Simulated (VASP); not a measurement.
OSZICAR of a VASP run on W (bcc):

File OSZICAR:
```
       N       E                     dE             d eps       ncg     rms          rms(c)
DAV:   1     0.643103067374E+02    0.64310E+02   -0.68083E+03  4304   0.122E+03
DAV:   2    -0.131652883545E+02   -0.77476E+02   -0.74822E+02  4611   0.296E+02
DAV:   3    -0.144806161497E+02   -0.13153E+01   -0.13020E+01  4922   0.390E+01
DAV:   4    -0.144867843245E+02   -0.61682E-02   -0.61677E-02  4608   0.293E+00
DAV:   5    -0.144868314218E+02   -0.47097E-04   -0.47097E-04  4829   0.255E-01    0.219E+01
RMM:   6    -0.139441881078E+02    0.54264E+00   -0.58472E-01  4294   0.794E+00    0.906E+00
RMM:   7    -0.138036400722E+02    0.14055E+00   -0.44051E-01  4300   0.661E+00    0.778E-01
RMM:   8    -0.137999479210E+02    0.36922E-02   -0.16169E-02  4396   0.143E+00    0.184E-01
RMM:   9    -0.138000046049E+02   -0.56684E-04   -0.26934E-03  4306   0.635E-01    0.611E-02
RMM:  10    -0.138000348165E+02   -0.30212E-04   -0.30368E-04  4513   0.249E-01    0.212E-02
RMM:  11    -0.138000354478E+02   -0.63135E-06   -0.89851E-05  3826   0.132E-01
   1 F= -.13800035E+02 E0= -.13799917E+02  d E =-.138000E+02
```

Q: Which electronic solver shows in the log?

A: It is blocked Davidson (ALGO = Normal, or the opening steps of other solvers) and then RMM-DIIS (ALGO = Fast or VeryFast). The INCAR had ALGO = Fast.

Q: Can the final energy be trusted as converged?

A: Self-consistency was reached. It stopped with EDIFF = 1E-5, NELM = 100, NSW = 20 and EDIFFG = -0.03 after 1 ionic step (PBEsol GGA, plane waves, VASP's PBE PAW potentials (set 64)).

The compound is W in the bcc structure. It was relaxed first.
